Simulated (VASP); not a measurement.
Input:

```
Ag
1.0
   -1.65566     1.65566     1.65566
    1.65566    -1.65566     1.65566
    1.65566     1.65566    -1.65566
Ag
1
Direct
  0.00000   0.00000   0.00000
```

Computed with r2SCAN meta-GGA, VASP's PBE PAW potentials (set 64) (plane waves; VASP). Numerical set-up: 400 eV cut-off, 14×14×14 Γ-centred mesh, first-order Methfessel-Paxton smearing of 0.10 eV, potentials Ag.

Energy and stress use the plane-wave basis of the starting cell.

Question: The ions, cell shape and volume are relaxed. Predict the relaxed structure.

Answer: 
```
Ag
1.0
   -1.63494     1.63494     1.63494
    1.63494    -1.63494     1.63494
    1.63494     1.63494    -1.63494
Ag
1
Direct
  0.00000   0.00000   0.00000
```
Space group Im-3m (229), at a tolerance of 0.03 Å.

Question: How do energy and volume change from the first to the last step?

Answer: The energy (σ→0) changes by -7.7 meV/atom and the volume by -3.7 %, in 3 ionic steps.

```csv
step,E(σ→0) (eV),max force (eV/Å),pressure (GPa),volume (Å³)
1,-21.3090,0.000,-3.51,18.15
2,-21.3142,0.000,2.23,17.13
3,-21.3167,0.000,0.03,17.48
```

The structure comes from a computed database's Ag entry (Im-3m); how it stands against other phases isn't given here. This run relaxes it. Symmetry was kept, so distortions that lower it aren't found.
